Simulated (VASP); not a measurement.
Data:

```
CELL_PARAMETERS angstrom
      1.93390     1.11654     3.30985
     -1.93390     1.11654     3.30985
      0.00000    -2.23307     3.30985
ATOMIC_POSITIONS crystal
  Sb 0.76240 0.76240 0.76240
  P  0.23760 0.23760 0.23760
```

The numbers are results of PBE GGA, VASP's PBE PAW potentials (set 64) (plane waves; VASP), not measurements. Settings: 300 eV cut-off, 7×7×7 Γ-centred mesh, Gaussian smearing of 0.27 eV, potentials Sb P.

Energy and stress use the plane-wave basis of the starting cell.

Q: The ions, cell shape and volume are relaxed. Which structure does the run end with?

A: 
```
CELL_PARAMETERS angstrom
      1.98494     1.14601     3.47447
     -1.98494     1.14601     3.47447
      0.00000    -2.29201     3.47447
ATOMIC_POSITIONS crystal
  Sb 0.76873 0.76873 0.76873
  P  0.23127 0.23127 0.23127
```
Space group R3m (160), at a tolerance of 0.03 Å.

Q: How do energy and volume change from the first to the last step?

A: The energy (σ→0) changes by -40.9 meV/atom and the volume by +10.6 %, in 13 ionic steps.

The structure was generated: SbP was put into an ordered model structure, which need not be its known phase. This run relaxes it. Symmetry was kept, so distortions that lower it aren't found. The run is one of a series of settings (EDIFFG = -0.01, IBRION = 2, ISIF = 3, NSW = 50 against the base run), some of them coarse on purpose.
